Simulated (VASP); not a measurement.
PPt:

```
P Pt
1.0
     0.00000    2.56685    2.56685
     2.56685    0.00000    2.56685
     2.56685    2.56685    0.00000
P Pt
1 1
Direct
  0.00000 0.00000 0.00000
  0.50000 0.50000 0.50000
```

The cell was built by a generator and needn't be a form met in nature.

```yaml
Program: VASP 6.6.1
Task: relaxation of cell and atoms
Functional: PBE
Potentials_or_basis: VASP PAW PBE potentials, release 64 (P, Pt)
Cutoff: 600 eV
k_mesh: 6 × 6 × 6
Occupations: methfessel-paxton, width 0.1791 eV
Spin: no spin polarisation
```

At the start: pressure -10.2 GPa; volume 16.91 Å³/atom.

**Question.** How do energy, volume and symmetry change on relaxing?

**Answer.** Over 4 steps the energy falls by 38.9 meV/atom and the volume is 15.77 Å³/atom (-6.7 %); space group Fm-3m (No. 225, to 0.05 Å).

Step by step:
```csv
step,energy change (eV),largest force (eV/Å),pressure (GPa),volume (Å³)
1,0.0000,0.0000,-10.21,33.82
2,0.0750,0.0000,19.65,28.82
3,-0.0778,0.0000,-0.25,31.59
4,-0.0778,0.0000,0.00,31.55
```

Final structure:
```yaml
crystal:
  lattice:
    - [0.00000, 2.50794, 2.50794]
    - [2.50794, 0.00000, 2.50794]
    - [2.50794, 2.50794, 0.00000]
  atoms:
    - { symbol: P, position: [0.00000, 0.00000, 0.00000] }
    - { symbol: Pt, position: [0.50000, 0.50000, 0.50000] }
```
